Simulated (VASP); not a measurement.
An input for Ansatz (written as the equivalent of a VASP run, and not itself run):

Ansatz 0.2 input:
```yaml
crystal:
  lattice:
    - [2.9545540, 0.0000000, 0.0000000]
    - [-1.4772770, 2.5587190, 0.0000000]
    - [0.0000000, 0.0000000, 4.7969960]
  atoms:
    - { symbol: Ta, position: [0.3353190, 0.6654380, 0.2499200] }
    - { symbol: Ta, position: [0.6646810, 0.3345620, 0.7500800] }
kpoints:
  mp_grid: { grid: [7, 7, 4] }
hamiltonian:
  xc: pbe
  pseudopotentials: { kind: paw }
scf:
  occupations: { method: fermi_dirac, width: 0.05 }
  max_iter: 100
relax:
  max_steps: 50
  f_tol: 0.01
  cell: {}
output: { forces: true, stress: true, eigenvalues: true }
```

Q: Translate this input to VASP (INCAR, KPOINTS, POSCAR, choice of POTCAR).

A: One answer among several that fit: 
INCAR:
```
SYSTEM = Ta
PREC = Accurate; ENCUT = 300; LREAL = .FALSE.
LASPH = .TRUE.
EDIFF = 1E-6; NELM = 100; ALGO = Normal
LMAXMIX = 6
ISMEAR = -1; SIGMA = 0.05
GGA = PE
IBRION = 2; NSW = 50; ISIF = 3
EDIFFG = -0.01
LWAVE = .FALSE.; LCHARG = .FALSE.
```

File POSCAR:
```
Ta
1.0
  2.9545540000   0.0000000000   0.0000000000
 -1.4772770000   2.5587190000   0.0000000000
  0.0000000000   0.0000000000   4.7969960000
Ta
2
Cartesian
  0.0076818404   1.7026688539   1.1988652403
  1.4695951596   0.8560501461   3.5981307597
```

KPOINTS:
```
Automatic mesh
0
Gamma
7 7 4
0 0 0
```

POTCAR, in this order: Ta_pv (PBE.64 set). Program: vasp_std.

The two are equivalent in intent, not identical: each code has its own PAW files, so the cut-off isn't converted (ENCUT is set for VASP's; basis.ecutwfc is left out, and Ansatz then takes the one that its files recommend); Ansatz stops its SCF on the density residual and VASP on the energy change (EDIFF).

The structure was generated: Ta was put into an ordered model structure, which need not be its known phase. In the starting cell atoms are displaced from their ideal sites. This run relaxes it. Symmetry was kept, so distortions that lower it aren't found. The k-mesh is coarse (spacing up to 0.37 per Å, 2π included), so the numbers may not be converged in it. The run is one of a series of settings (EDIFFG = -0.01, IBRION = 2, ISIF = 3, NSW = 50 against the base run), some of them coarse on purpose.
